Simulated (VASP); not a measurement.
Data:

```xyz
3
Lattice="2.0917 -3.5420 0.0000 1.9516 3.4612 0.0000 0.0000 0.0000 5.1266" Properties=species:S:1:pos:R:3 pbc="T T T"
Se     0.4846     0.8595     3.4177
Se     3.0393    -0.0608     0.0000
Se     0.5194    -0.8795     1.7089
```

Calculation: PBEsol GGA, VASP's PBE PAW potentials (set 64) (plane waves; VASP). Settings: 480 eV cut-off, 6×6×4 Γ-centred mesh, Gaussian smearing of 0.050 eV, potentials Se.

Without a dispersion term in the relaxation, distances and binding between the weakly bound layers, chains or molecules are unreliable, and so is what depends on them.

What does the run give for the energy per atom (σ→0), largest force?

```json
{
  "energy per atom (σ→0)": "-3.850 eV/atom",
  "largest_force": "0.178 eV/Å"
}
```

The compound is Se in the trig structure. This cell was strained or had an atom moved on purpose.
